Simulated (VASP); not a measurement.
A convergence study with VASP on Mo (bcc): one setting is varied, all else stays as given below, so the limit is that of these other settings. Each run relaxes cell and ions from the cell shown. The basis is that of the starting cell, so low cut-offs carry a Pulay error.

```yaml
crystal:
  lattice:
    - [-1.57500, 1.57500, 1.57500]
    - [1.57500, -1.57500, 1.57500]
    - [1.57500, 1.57500, -1.57500]
  atoms:
    - { symbol: Mo, position: [0.00000, 0.00000, 0.00000] }
```

The numbers are results of PBEsol GGA, VASP's PBE PAW potentials (set 64) (plane waves; VASP), not measurements. The tightest run used: 700 eV cut-off, 14×14×14 Γ-centred mesh, first-order Methfessel-Paxton smearing of 0.10 eV, potentials Mo_sv.

Question: The settings run are ENCUT = 200; ENCUT = 250; ENCUT = 300; ENCUT = 350; ENCUT = 400; ENCUT = 450; ENCUT = 500; ENCUT = 550; ENCUT = 600; ENCUT = 650; ENCUT = 700. From which on does the relaxed volume stay within 0.1 Å³/atom of the tightest run?

Answer: From ENCUT = 300 on: it is off by 0.030 there and by no more than 0.1 in any finer run, while ENCUT = 250 is off by 0.208.
| setting | relaxed volume (Å³/atom) | E (eV/atom) | plane waves | difference judged (Å³/atom) |
|---|---|---|---|---|
| ENCUT = 200 | 13.727 | -12.0053 | 116 | 1.667 |
| ENCUT = 250 | 15.186 | -11.7688 | 148 | 0.208 |
| ENCUT = 300 | 15.364 | -11.7696 | 194 | 0.030 |
| ENCUT = 350 | 15.314 | -11.7647 | 242 | 0.080 |
| ENCUT = 400 | 15.350 | -11.7633 | 321 | 0.043 |
| ENCUT = 450 | 15.387 | -11.7626 | 370 | 0.007 |
| ENCUT = 500 | 15.393 | -11.7626 | 410 | 0.000 |
| ENCUT = 550 | 15.389 | -11.7627 | 472 | 0.005 |
| ENCUT = 600 | 15.387 | -11.7629 | 539 | 0.007 |
| ENCUT = 650 | 15.391 | -11.7629 | 603 | 0.003 |
| ENCUT = 700 | 15.394 | -11.7629 | 682 | 0.000 |

Left out are rungs that failed or repeat a setting and relaxations that didn't move; long series are thinned to 24 rows.

The compound is Mo in the bcc structure.
